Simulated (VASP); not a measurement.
Data:

```xyz
3
Lattice="1.5774 -2.7321 0.0000 1.5774 2.7321 0.0000 0.0000 0.0000 3.5120" Properties=species:S:1:pos:R:3 pbc="T T T"
Zr     0.0000     0.0000     0.0000
B      1.5774     0.9107     1.7560
B      1.5774    -0.9107     1.7560
```

Method: PBEsol GGA, VASP's PBE PAW potentials (set 64) (plane waves; VASP). Numerical set-up: 620 eV cut-off, 11×11×9 Γ-centred mesh, first-order Methfessel-Paxton smearing of 0.10 eV, potentials Zr_sv B.

Task: Estimate the energy per atom (σ→0), band gap (on the k-mesh) with the smallest direct gap where there is one.

Result: 
The band gap (on the k-mesh) comes out as none (metal, semimetal or under 0.01 eV) and the energy per atom (σ→0) comes out as -8.803 eV/atom.

The absolute energy has meaning only against runs of the same code, potentials and settings.

The compound is ZrB2 in the AlB2 type structure. It was relaxed first.
